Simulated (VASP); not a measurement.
AlN:

```xyz
4
Lattice="3.1278 0.0000 0.0000 -1.5639 2.7088 0.0000 0.0000 0.0000 5.0157" Properties=species:S:1:pos:R:3 pbc="T T T"
Al    1.5639    0.9029    2.5042
Al    0.0000    1.8059    5.0120
N     1.5639    0.9029    4.4175
N     0.0000    1.8059    1.9096
```

The cell is a database's computed one.

Base run:

```yaml
Program: VASP 6.6.1
Functional: PBE
Potentials_or_basis: VASP PAW PBE potentials, release 64 (Al, N)
Cutoff: 450 eV
k_mesh: 12 × 12 × 8
Occupations: gaussian, width 0.02 eV
Spin: no spin polarisation
```

Its results: band gap on the k mesh 4.06 eV, direct.

Task: The run is repeated on the same cell with these changes: functional from PBE to PBE0; k mesh from 12 × 12 × 8 to 8 × 8 × 6. What comes out?

Result: Band gap on the k mesh 6.12 eV, direct.

Several settings changed at once, so the effect can't be laid on one alone.
